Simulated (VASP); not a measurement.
Method: LDA (Ceperley-Alder, Perdew-Zunger), VASP's LDA PAW potentials (set 64) (plane waves; VASP).

VASP input:

File POSCAR:
```
ZnSe
1
    0.0000000000     2.7862321164     2.7862321164
    2.7862321164     0.0000000000     2.7862321164
    2.7862321164     2.7862321164     0.0000000000
Zn Se
1 1
Direct
  0.0000000000   0.0000000000   0.0000000000
  0.2500000000   0.2500000000   0.2500000000
```

### KPOINTS
```
kpoints
0
G
9 9 9
```

**INCAR**
```
! general
SYSTEM   =  ZnSe
PREC     =  Accurate
ENCUT    =  400
LREAL    =  .FALSE.
LASPH    =  .TRUE.

! electronic loop
EDIFF    =  1E-7
NELM     =  100
ALGO     =  Normal
LMAXMIX  =  4

! smearing
ISMEAR   =  -5

! ions
ISIF     =  2

! output
LWAVE    =  .FALSE.
LCHARG   =  .TRUE.
LORBIT   =  11
NEDOS    =  601
```

POTCAR, in this order: Zn Se (LDA.64 set). Program: vasp_std.

What VASP printed:

OSZICAR:
```
       N       E                     dE             d eps       ncg     rms          rms(c)
DAV:   1     0.781809864315E+02    0.78181E+02   -0.78007E+03   910   0.132E+03
DAV:   2    -0.264842415723E+01   -0.80829E+02   -0.77811E+02   985   0.256E+02
DAV:   3    -0.763711380172E+01   -0.49887E+01   -0.49697E+01  1090   0.661E+01
DAV:   4    -0.768278099733E+01   -0.45667E-01   -0.45657E-01  1015   0.671E+00
DAV:   5    -0.768304104277E+01   -0.26005E-03   -0.26004E-03  1055   0.487E-01    0.551E+00
DAV:   6    -0.740176846528E+01    0.28127E+00   -0.72612E-01  1248   0.314E+01    0.411E+00
DAV:   7    -0.737640367439E+01    0.25365E-01   -0.20398E-01   960   0.485E+00    0.167E+00
DAV:   8    -0.737224431751E+01    0.41594E-02   -0.33951E-03  1347   0.785E-01    0.453E-01
DAV:   9    -0.737164479011E+01    0.59953E-03   -0.96647E-04  1025   0.319E-01    0.615E-02
DAV:  10    -0.737165903203E+01   -0.14242E-04   -0.96987E-05  1023   0.114E-01    0.188E-02
DAV:  11    -0.737165633380E+01    0.26982E-05   -0.90377E-06  1352   0.580E-02    0.419E-03
DAV:  12    -0.737165635175E+01   -0.17955E-07   -0.22417E-06  1020   0.116E-02    0.176E-03
DAV:  13    -0.737165634978E+01    0.19688E-08   -0.10088E-07   635   0.457E-03
   1 F= -.73716563E+01 E0= -.73716563E+01  d E =0.000000E+00
```

OUTCAR:
```
------------------------ aborting loop because EDIFF is reached ----------------------------------------
  FORCE on cell =-STRESS in cart. coord.  units (eV):
  Direction    XX          YY          ZZ          XY          YZ          ZX
  --------------------------------------------------------------------------------------
  Total       -0.0204618     -0.0204618     -0.0204618      0.0000000      0.0000000      0.0000000
  in kB       -0.7578314     -0.7578314     -0.7578314      0.0000000      0.0000000      0.0000000
  external PRESSURE =      -0.7578314 kB  Pullay stress =       0.0000000 kB
  volume of cell :       43.26
      direct lattice vectors                 reciprocal lattice vectors
     0.000000000  2.786232116  2.786232116    -0.179453821  0.179453821  0.179453821
     2.786232116  0.000000000  2.786232116     0.179453821 -0.179453821  0.179453821
     2.786232116  2.786232116  0.000000000     0.179453821  0.179453821 -0.179453821
  FREE ENERGIE OF THE ION-ELECTRON SYSTEM (eV)
  ---------------------------------------------------
  free  energy   TOTEN  =        -7.3716563498 eV

  energy  without entropy=       -7.3716563498  energy(sigma->0) =       -7.37165635

 total charge

# of ion       s       p       d       tot
------------------------------------------
    1        0.558   0.496   9.788  10.842
    2        1.440   2.441   0.035   3.916
--------------------------------------------------
tot          1.998   2.937   9.823  14.758
```
(Selected blocks of OUTCAR.)

**OUTCAR**
```
 val. band max:        1.9672875154   @ k =   0.0000   0.0000   0.0000

 cond. band min:       3.2448712023   @ k =   0.0000   0.0000   0.0000


 Fermi energy:         1.9766643452

 k-point     1 :       0.0000    0.0000    0.0000
  band No.  band energies     occupation
      1     -11.6619      2.00000
      2      -4.9037      2.00000
      3      -4.9037      2.00000
      4      -4.9037      2.00000
      5      -4.4972      2.00000
      6      -4.4972      2.00000
      7       1.9673      2.00000
      8       1.9673      2.00000
      9       1.9673      2.00000
     10       3.2449      0.00000
     11       7.6507      0.00000
     12       7.6507      0.00000
     13       7.6507      0.00000

 k-point     2 :       0.1111    0.0000    0.0000
  band No.  band energies     occupation
      1     -11.5733      2.00000
      2      -4.9014      2.00000
      3      -4.8899      2.00000
      4      -4.8899      2.00000
      5      -4.4990      2.00000
      6      -4.4990      2.00000
      7       0.7658      2.00000
      8       1.8308      2.00000
      9       1.8308      2.00000
     10       4.1469      0.00000
     11       7.5921      0.00000
     12       7.8731      0.00000
     13       7.8731      0.00000

 k-point     3 :       0.2222    0.0000    0.0000
  band No.  band energies     occupation
      1     -11.3340      2.00000
      2      -4.8695      2.00000
      3      -4.8571      2.00000
      4      -4.8571      2.00000
      5      -4.4991      2.00000
      6      -4.4991      2.00000
      7      -0.8848      2.00000
      8       1.5229      2.00000
      9       1.5229      2.00000
     10       4.6703      0.00000
     11       8.2191      0.00000
     12       8.2614      0.00000
     13       8.2614      0.00000

 k-point     4 :       0.3333    0.0000    0.0000
  band No.  band energies     occupation
      1     -11.0305      2.00000
      2      -4.8258      2.00000
      3      -4.8258      2.00000
...
```

The compound is ZnSe in the zinc blende structure. It was relaxed first, which changed the volume by -5 %.
